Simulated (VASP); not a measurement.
An input for Ansatz (written as the equivalent of a VASP run, and not itself run):

Ansatz 0.2 input:
```yaml
crystal:
  lattice:
    - [0.0000000, 2.3500000, 2.3500000]
    - [2.3500000, 0.0000000, 2.3500000]
    - [2.3500000, 2.3500000, 0.0000000]
  atoms:
    - { symbol: Zr, position: [0.0000000, 0.0000000, 0.0000000] }
    - { symbol: C, position: [0.5000000, 0.5000000, 0.5000000] }
kpoints:
  mp_grid: { grid: [12, 12, 12] }
hamiltonian:
  xc: lda
  pseudopotentials: { kind: paw }
scf:
  occupations: { method: methfessel_paxton, width: 0.1 }
  max_iter: 100
relax:
  max_steps: 60
  f_tol: 0.01
  cell: {}
output: { forces: true, stress: true, eigenvalues: true }
```

Problem. Translate this input to VASP (INCAR, KPOINTS, POSCAR, choice of POTCAR).

Solution. Several could match; the one computed here: 
### POSCAR
```
ZrC
1.0
  0.0000000000   2.3500000000   2.3500000000
  2.3500000000   0.0000000000   2.3500000000
  2.3500000000   2.3500000000   0.0000000000
Zr C
1 1
Direct
  0.0000000000   0.0000000000   0.0000000000
  0.5000000000   0.5000000000   0.5000000000
```

**INCAR**
```
SYSTEM = ZrC
PREC = Accurate
ENCUT = 520
EDIFF = 1E-6
NELM = 100
ALGO = Normal
LREAL = .FALSE.
LASPH = .TRUE.
ISMEAR = 1
SIGMA = 0.1
LMAXMIX = 4
LWAVE = .FALSE.
LCHARG = .FALSE.
IBRION = 2
ISIF = 3
NSW = 60
EDIFFG = -0.01
```

KPOINTS:
```
Automatic mesh
0
Gamma
12 12 12
0 0 0
```

POTCAR, in this order: Zr_sv C (LDA.64 set). Program: vasp_std.

What does not carry over: each code has its own PAW files, so the cut-off isn't converted (ENCUT is set for VASP's; basis.ecutwfc is left out, and Ansatz then takes the one that its files recommend); Ansatz stops its SCF on the density residual and VASP on the energy change (EDIFF); Ansatz's lda is the Perdew-Wang form, while the LDA potentials of VASP carry Perdew-Zunger's.

The compound is ZrC in the rock salt structure. This run relaxes it. Symmetry was kept, so distortions that lower it aren't found.
